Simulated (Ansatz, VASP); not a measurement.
# Cross-check of MgSi between VASP and Ansatz

Wanted: the spread between two codes on one cell, functional and k mesh. The structure shown is the end of the Ansatz relaxation below. Other levels of theory on this material are compared in a session of their own.

Main program and level: Ansatz 0.2.0; plane waves, with VASP 6.6.1 beside it; single point at PBEsol.

## Step 1: Starting point

It takes space group P4/mmm (No. 123, tetragonal). Conventional cell: a = 2.900 Å, b = 2.900 Å, c = 3.940 Å, α = 90.00°, β = 90.00°, γ = 90.00°. Nearest to Mg lie 8 Si at 2.84 Å and 4 Mg at 2.90 Å. Nearest to Si lie 8 Mg at 2.84 Å and 4 Si at 2.90 Å. Farther neighbours are not listed.

Coordinates:

```cif
data_structure
_symmetry_space_group_name_H-M 'P 1'
_symmetry_Int_Tables_number 1
_cell_length_a 2.8999
_cell_length_b 2.8999
_cell_length_c 3.9402
_cell_angle_alpha 90.000
_cell_angle_beta 90.000
_cell_angle_gamma 90.000
_cell_volume 33.14
loop_
_atom_site_label
_atom_site_type_symbol
_atom_site_fract_x
_atom_site_fract_y
_atom_site_fract_z
_atom_site_occupancy
Mg1 Mg 0.00000 0.00000 0.00000 1
Si2 Si 0.50000 0.50000 0.50000 1
```

## Step 2: Ansatz: relaxation, PBEsol

Ansatz runs on norm-conserving files, of PseudoDojo where its log says so.

This run makes the geometry at which the two programs are then compared.

Input file input.yaml:

```yaml
crystal:
  lattice:
    - [2.9082382462, 0.0, 0.0]
    - [0.0, 2.9082382462, 0.0]
    - [0.0, 0.0, 3.917679714]
  atoms:
    - { symbol: Mg, position: [0.0, 0.0, 0.0] }
    - { symbol: Si, position: [0.5, 0.5, 0.5] }
kpoints:
  mp_grid: { grid: [16, 16, 12] }
hamiltonian:
  xc: pbesol
  pseudopotentials: { kind: nc }
scf:
  occupations: { method: methfessel_paxton, width: 0.15 }
output:
  forces: true
  stress: true
  eigenvalues: true
relax:
  adjacent_minimum: "off"
  f_tol: 0.001
  max_steps: 60
  cell: { stress_tol: 0.01, fix: [volume] }
```

Command:

```sh
ansatz run input.yaml --threads 4 --pin off --max-ram 7168MiB --backend cpu --events-out ev --progress --plain --runs-dir out
```

Numbers of over 12 decimals in the logs are rounded to 6 here.

The log of the run:

```text
Engine: ansatz 0.2.0, aarch64-unknown-linux-gnu
Pseudopotentials: kind: nc
Pseudopotential: Mg, nc, valence charge 10, recommended cutoff 1142.878222 eV (normal), Mg.nc.azcp (PseudoDojo's, or run here from an input of PseudoDojo's: the run reads no file of this project's for it)
Pseudopotential: Si, nc, valence charge 4, recommended cutoff 489.804952 eV (normal), Si.nc.azcp (PseudoDojo's, or run here from an input of PseudoDojo's: the run reads no file of this project's for it)
Functional definition: PBEsol
  exchange = pbesol_x
  correlation = pbesol_c
Crystal: 2 atoms, lattice volume = 33.135 Å³
Basis set: ecut = 1142.878222 eV, 2889 PW (Γ), exchange–correlation on 72×72×90 points (8 copies of the dense FFT grid, shifted against one another)
Bands: 11, of which v1, the nominal top of the filled ones, is band 7 counted from 1 (6 counted from 0)
Symmetry: 16 space group operations
Space group: P4/mmm (ITA 123), of the structure as read, at distance tolerance 3.2e-5 Å
k-points: 315 of 3072
Non-local potential: Mg, projectors of the file, l = 0: 2, l = 1: 2
Non-local potential: Si, projectors of the file, l = 0: 2, l = 1: 2, l = 2: 2
Initial density: superposition of atomic densities (chi_scale 0.1, normalization cell, long waves kept (reshape's long-wave potential 0.00 eV rms))
Initial wavefunctions: pseudopotential atomic-orbital guess
Functional: x = pbesol(κ = 0.804, μ = 0.123457), c = pbesol(β = 0.046)
SCF iter   1: F=—  HF=-1728.830319 eV  |F-HF|=—  |Δ(HF+E_count)|=         —  Δρ=2.29e-2  dr2=1.23e-1  ethr=3.10e-3  ⟨swp⟩=5.3  Hψ=22820  notcnv=0
preconditioner: auto → none  [metal: Δε(μ)=0.009 eV  Ē_g=9.281 eV  σ=0.150 eV  W_gap=0.05  n_scr=6 (ndim 8)  ℏωp=15.8 eV  f_vac=0.000  D(μ)=0.71/eV (n_scr^D=2)  sad-step TF]
SCF iter   2: F=—  HF=-1728.818976 eV  |F-HF|=—  |Δ(HF+E_count)|=   1.13e-2  S|Δr|=    0.00e0  Δρ=1.41e-2  dr2=5.42e-2  ethr=8.81e-4  ⟨swp⟩=1.0  Hψ=5986  notcnv=0
SCF iter   3: F=—  HF=-1728.808121 eV  |F-HF|=—  |Δ(HF+E_count)|=   1.09e-2  S|Δr|=    0.00e0  Δρ=1.41e-3  dr2=3.74e-4  ethr=3.87e-4  ⟨swp⟩=1.0  Hψ=3431  notcnv=0
SCF iter   4: F=—  HF=-1728.808143 eV  |F-HF|=—  |Δ(HF+E_count)|=   2.19e-5  S|Δr|=    0.00e0  Δρ=3.78e-4  dr2=3.33e-5  ethr=2.67e-6  ⟨swp⟩=2.9  Hψ=5820  notcnv=0
SCF iter   5: F=—  HF=-1728.807936 eV  |F-HF|=—  |Δ(HF+E_count)|=   2.07e-4  S|Δr|=    0.00e0  Δρ=1.03e-4  dr2=9.82e-7  ethr=2.38e-7  ⟨swp⟩=2.0  Hψ=4155  notcnv=0
SCF iter   6: F=-1728.807936 eV  HF=-1728.807936 eV  |F-HF|=1.48e-9  |Δ(HF+E_count)|=   7.95e-8  S|Δr|=    0.00e0  Δρ=1.92e-5  dr2=2.84e-8  ethr=7.14e-10  ⟨swp⟩=7.4  Hψ=18959  notcnv=0
SCF 1 converged in 6 iterations: F = -1728.807936 eV  dr2 = 2.84e-8
relax step   1: F+E_penalty+E_count = -1728.80793610 eV  Δ(F+E_penalty+E_count) = +0.000e0 eV  max|allowed force component| = 2.465e-32 eV/Å  Δτ_max = 0.0000 Å  P = +2.166 GPa  Ω = 33.135 Å³  fix = [volume]  reactions: volume +2.166 GPa  (6 SCF iters, dr2 threshold 1.00e-7 eV, accepted)
[...]
relax step   2: F+E_penalty+E_count = -1728.80831524 eV  Δ(F+E_penalty+E_count) = -3.791e-4 eV  max|allowed force component| = 2.958e-31 eV/Å  Δτ_max = 0.0000 Å  P = +2.069 GPa  Ω = 33.135 Å³  energy of the carried Pulay correction = +9.578e-8 eV  fix = [volume]  reactions: volume +2.069 GPa  (3 SCF iters, dr2 threshold 2.00e-7 eV, accepted)
[...]
relax step   3: F+E_penalty+E_count = -1728.80833226 eV  Δ(F+E_penalty+E_count) = -1.702e-5 eV  max|allowed force component| = 4.930e-31 eV/Å  Δτ_max = 0.0000 Å  P = +2.037 GPa  Ω = 33.135 Å³  energy of the carried Pulay correction = +1.285e-7 eV  fix = [volume]  reactions: volume +2.037 GPa  (3 SCF iters, dr2 threshold 2.71e-8 eV, accepted)
[...]
relax step   4: F+E_penalty+E_count = -1728.80833441 eV  Δ(F+E_penalty+E_count) = -2.148e-6 eV  max|allowed force component| = 5.916e-31 eV/Å  Δτ_max = 0.0000 Å  P = +2.044 GPa  Ω = 33.135 Å³  energy of the carried Pulay correction = +1.209e-7 eV  fix = [volume]  reactions: volume +2.044 GPa  (3 SCF iters, dr2 threshold 3.31e-9 eV, accepted)
[...]
relax step   5: F+E_penalty+E_count = -1728.80833895 eV  Δ(F+E_penalty+E_count) = -4.538e-6 eV  max|allowed force component| = 1.972e-31 eV/Å  Δτ_max = 0.0000 Å  P = +2.045 GPa  Ω = 33.135 Å³  fix = [volume]  reactions: volume +2.045 GPa  stress off target by 2.59e-3 GPa on what of the cell is left free  SCF on the basis re-selected at this cell (its energy is not comparable with the rows above)  (5 SCF iters)
basis re-selected at this cell: Δ(F+E_penalty+E_count) = -4.538e-6 eV, ΔP = +0.001 GPa vs the last step (what re-selecting the basis moved, of the pressure what is left beyond the Pulay correction that the steps carried, after the strain that the cell walked since its last selection, with what the two solves' SCF thresholds leave and, on support functions, any second-order correction that the steps lacked; it is no measure of the basis error at this ecutwfc). The dense FFT grid was sized anew with the basis: this SCF ran on 32×32×45 points, the steps before it on 36×36×45, so part of this shift can come from that change (see relax.cell in the input reference). [rest of the remark cut]
SCF converged after 5 iterations
Stability not checked: this state was not tested for a lower state beside it, because cold or Methfessel-Paxton smearing, or corrected tetrahedra, fill the levels in a way that the test cannot read (fill_not_monotonic; see scf.lower_state_search)
Free energy (F): -1728.808339 eV
Harris-Foulkes:  -1728.808339 eV  (|F-HF|=6.82e-13)
Internal energy: -1728.808682 eV  (E = F + TS)
E sigma→0 (E₀):  -1728.808425 eV
Entropy (-TS):   0.000343 eV (0.172 meV/atom)
Fermi energy:    8.748582 eV
Step filling:    the computed levels leave a gap of 0.0217 eV = 0.1 smearing widths at the electron count; against every level under it full and every level over it empty, smearing changes F+E_penalty+E_count by +0.138 meV and its σ→0 estimate by +0.053 meV
--- Per-component energies (eV) ---
  E_band       = -313.257555
  E_kinetic    = 965.435794
  E_local      = -1697.922725  (includes V_loc(G=0)·N_el)
  E_nonlocal   = -476.684489
  E_hartree    = 609.017371
  E_xc         = -254.803290
  E_vxc        = -322.120857  (∫ρ·V_xc dr)
  E_ewald      = -873.851345
  E_smearing   = 0.000343  (= −TS)
  E_closure    = -0.000000  (closes the sum)
  Σ components = -1728.808339   (vs F -1728.808339, Δ=0.00e0)
--- Forces (eV/Å), atoms counted from 1 ---
  atom   1  Mg     0.00000000    -0.00000000     0.00000000
  atom   2  Si     0.00000000     0.00000000     0.00000000
  max |Σ_I F_I| component: 1.97e-31 eV/Å
--- Stress (GPa, compression-positive) ---
        2.043650       0.000000       0.000000
        0.000000       2.043650       0.000000
        0.000000       0.000000       2.047535
  P = ⅓ Tr σ = 2.0449 GPa (20.449 kbar)
--- Band table (eV; the first three rows and the last of 315) ---
  k-point 0: bands = [... 3 lower, -33.9439, -2.7325, 6.2205, 8.2921, 12.9649, 12.9649, 13.9844, 17.0935]
  k-point 1: bands = [... 3 lower, -33.9439, -2.6783, 5.5223, 9.1129, 12.9969, 12.9969, 14.0441, 17.1461]
  k-point 2: bands = [... 3 lower, -33.9439, -2.5195, 4.4015, 10.6039, 13.0884, 13.0884, 14.2212, 17.2998]
  k-point 314: bands = [... 3 lower, -33.9366, 5.4400, 6.3570, 6.3570, 7.9505, 9.8966, 9.8966, 9.9245]
--- Relaxed structure (4 steps of the walk, 4 accepted, 1 SCFs on fresh bases) ---
  F+E_penalty+E_count = -1728.80833895 eV   max|allowed force component| = 1.972e-31 eV/Å   (the final SCF, on the basis selected at the relaxed cell)
  cell:  # Å, volume = 33.1351 Å³
    - [2.899913, 0, 0.0]
    - [0, 2.899913, 0.0]
    - [0.0, 0.0, 3.940205]
  atoms:
    - { symbol: Mg, position: [0, 0, 0.0] }
    - { symbol: Si, position: [0.5, 0.5, 0.5] }
```

## Step 3: VASP: single point, PBEsol

The same cell, functional, mesh and smearing now go to VASP, with its own data sets.

Lines of VASP's logs that name or quote its potential files are left out, and so is its time.

Input file INCAR:

```
SYSTEM = MgSi
PREC = Accurate
ENCUT = 600
EDIFF = 1E-06
NELM = 120
ISMEAR = 1
SIGMA = 0.15
LREAL = .FALSE.
ALGO = Normal
GGA = PS
NBANDS = 9
LORBIT = 11
LWAVE = .FALSE.
LCHARG = .FALSE.
ISIF = 2
LASPH = .TRUE.
GGA_COMPAT = .FALSE.
KPAR = 2
```

Input file POSCAR:

```
MgSi
1.0
    2.8999134891      0.0000000000      0.0000000000
    0.0000000000      2.8999134891      0.0000000000
    0.0000000000      0.0000000000      3.9402048989
Mg Si
1 1
Direct
    0.0000000000      0.0000000000      0.0000000000
    0.5000000000      0.5000000000      0.5000000000
```

Input file KPOINTS:

```
Automatic mesh
0
Gamma
16 16 12
0 0 0
```

The projector-augmented-wave data sets are Mg and Si (PBE family, release 64).

Command:

```sh
mpirun -np 2 vasp_std
```

The log of the run:

```text
[banner, memory and clock lines left out]
running    2 mpi-ranks, on    1 nodes
 distrk:  each k-point on    1 cores,    2 groups
 distr:  one band on    1 cores,    1 groups

 POSCAR found type information on POSCAR MgSi
 POSCAR found :  2 types and       2 ions
|                                                                             |
|               ----> ADVICE to this user running VASP <----                  |
|                                                                             |
|     You enforced a specific xc type in the INCAR file but a different       |
|     [... a line on the potential file left out ...]
|     I HOPE YOU KNOW WHAT YOU ARE DOING!                                     |
|                                                                             |

 LDA part: xc-table for (Slater+PW92), standard interpolation
 POSCAR, INCAR and KPOINTS ok, starting setup
 FFT: planning ... GRIDC
 FFT: planning ... GRID_SOFT
 FFT: planning ... GRID
 WAVECAR not read
 entering main loop
       N       E                     dE             d eps       ncg     rms          rms(c)
DAV:   1     0.347645060895E+01    0.34765E+01   -0.28430E+03  5846   0.594E+02
DAV:   2    -0.722313697545E+01   -0.10700E+02   -0.10313E+02  7436   0.631E+01
DAV:   3    -0.747068563062E+01   -0.24755E+00   -0.24114E+00  7194   0.872E+00
DAV:   4    -0.747191013737E+01   -0.12245E-02   -0.12244E-02  7678   0.638E-01
DAV:   5    -0.747191484373E+01   -0.47064E-05   -0.47061E-05  7291   0.355E-02    0.258E+00
DAV:   6    -0.739050918448E+01    0.81406E-01   -0.83416E-02  6169   0.106E+00    0.152E+00
DAV:   7    -0.736057131824E+01    0.29938E-01   -0.59496E-02  6584   0.957E-01    0.276E-01
DAV:   8    -0.735871845338E+01    0.18529E-02   -0.37357E-03  6144   0.311E-01    0.942E-02
DAV:   9    -0.735868380687E+01    0.34647E-04   -0.15952E-04  6860   0.711E-02    0.418E-02
DAV:  10    -0.735868272393E+01    0.10829E-05   -0.96493E-06  6523   0.143E-02    0.426E-03
DAV:  11    -0.735868213255E+01    0.59138E-06   -0.13729E-06  4148   0.533E-03
   1 F= -.73586821E+01 E0= -.73587986E+01  d E =0.349469E-03
```

OUTCAR, selected parts (step 3):

```text
ion  position               nearest neighbor table
   1  0.000  0.000  0.000-   2 2.84   2 2.84   2 2.84   2 2.84   2 2.84   2 2.84   2 2.84   2 2.84

  LATTYP: Found a simple tetragonal cell.
 ALAT       =     2.8999134891
 C/A-ratio  =     1.3587318772

 Subroutine GETGRP returns: Found 16 space group operations
 (whereof 16 operations were pure point group operations)

The static configuration has the point symmetry D_4h.

 Found    315 irreducible k-points:

   k-points           NKPTS =    315   k-points in BZ     NKDIM =    315   number of bands    NBANDS=      9

   dimension x,y,z NGX =    24 NGY =   24 NGZ =   32
   dimension x,y,z NGXF=    48 NGYF=   48 NGZF=   64

   ENCUT  =  600.0 eV  44.10 Ry    6.64 a.u.   5.79  5.79  7.87*2*pi/ulx,y,z

   NELECT =       6.0000    total number of electrons

 k-points in reciprocal lattice and weights: Automatic mesh
   0.00000000  0.00000000  0.00000000       0.000
   0.06250000  0.00000000  0.00000000       0.001
   0.12500000  0.00000000  0.00000000       0.001
   0.18750000  0.00000000  0.00000000       0.001
   0.25000000  0.00000000  0.00000000       0.001
   0.31250000  0.00000000  0.00000000       0.001
   0.37500000  0.00000000  0.00000000       0.001
   0.43750000  0.00000000  0.00000000       0.001
   0.50000000  0.00000000  0.00000000       0.001
[...]
0.50000000  0.43750000  0.50000000       0.001
   0.50000000  0.50000000  0.50000000       0.000

 average (electrostatic) potential at core
       1 -35.0594       2 -82.8539

 E-fermi :   6.4543

 k-point     1 :       0.0000    0.0000    0.0000
  band No.  band energies     occupation
      1      -5.0262      2.00000
      2       3.9243      2.00000
      3       5.9945      2.00013
      4      10.6828      0.00000
      5      10.6828      0.00000
      6      11.6601      0.00000
      7      14.8035      0.00000
      8      19.1103      0.00000
    ...

 k-point     2 :       0.0625    0.0000    0.0000
  band No.  band energies     occupation
      1      -4.9597      2.00000
      2       3.9819      2.00000
      3       6.0599      2.00128
      4       9.4913      0.00000
      5      10.7350      0.00000
      6      12.4799      0.00000
      7      15.3160      0.00000
      8      18.1003      0.00000
    ...

 k-point     3 :       0.1250    0.0000    0.0000
  band No.  band energies     occupation
      1      -4.7610      2.00000
      2       4.1540      2.00000
      3       6.2488      2.06564
      4       7.8618     -0.00000
      5      10.8904      0.00000
      6      13.1456      0.00000
      7      16.5100      0.00000
      8      16.5713      0.00000
    ...

  Total        0.4033629      0.4033629      0.4017995      0.0000000      0.0000000      0.0000000
  in kB       19.5037294     19.5037294     19.4281316      0.0000000      0.0000000      0.0000000
  external PRESSURE =      19.4785301 kB  Pullay stress =       0.0000000 kB

  energy-cutoff  :      600.00
  volume of cell :       33.14
      direct lattice vectors                 reciprocal lattice vectors
     2.899913489  0.000000000  0.000000000     0.344837873  0.000000000  0.000000000
     0.000000000  2.899913489  0.000000000     0.000000000  0.344837873  0.000000000
     0.000000000  0.000000000  3.940204899     0.000000000  0.000000000  0.253793908

 POSITION                                       TOTAL-FORCE (eV/Angst)
 -----------------------------------------------------------------------------------
      0.00000      0.00000      0.00000         0.000000      0.000000      0.000000
      1.44996      1.44996      1.97010         0.000000      0.000000      0.000000
 -----------------------------------------------------------------------------------
    total drift:                               -0.000000     -0.000000     -0.000000

  FREE ENERGIE OF THE ION-ELECTRON SYSTEM (eV)
  ---------------------------------------------------
  free  energy   TOTEN  =        -7.3586821326 eV

  energy  without entropy=       -7.3590316013  energy(sigma->0) =       -7.35879862

 total charge
# of ion       s       p       d       tot
------------------------------------------
    1        0.192   0.154   0.039   0.385
    2        0.821   0.781   0.000   1.602
--------------------------------------------------
tot          1.013   0.935   0.039   1.987

[... 3 further parts left out ...]
```

The run ends at a pressure of 1.95 GPa.

## Step 4: Comparison

Known differences besides the potentials themselves: the data sets hold 14 valence electrons in Ansatz (on norm-conserving files, of PseudoDojo where its log says so) and 6 in VASP; the cutoff is 1142.88 eV in Ansatz and 600 eV in VASP; Ansatz's pressure holds a Pulay correction, VASP's none. Total energies have different zeros and are not compared.

Both answers:

| quantity | Ansatz | VASP | difference |
| --- | --- | --- | --- |
| pressure (GPa) | 2.04 | 1.95 | +0.10 |

## Step 5: Results

* difference in pressure (single point, PBEsol): 0.097 GPa

What this shows: The difference in pressure is 0.097 GPa (single point, PBEsol), within the 1 GPa picked in this series as the mark of a large difference. The data sets hold unlike numbers of valence electrons (14 in Ansatz and 6 in VASP), so part of the differences comes from the potentials. 7 further runs of this series are not shown here. How closely two codes agree says nothing of how well the functional describes the real material.

[Lines on the potential files, build, host, timing and source positions are cut from VASP's logs without a mark.]

[Logs are printed without paths, hosts, clocks, repeated set-up lines and the standing remarks that a program may print on its own settings, such as how far it seeks lower states.]

[Hosts, paths, dates, database ids (printed as entryN), source tags and the programs' standing remarks are cut or masked in the printed files.]
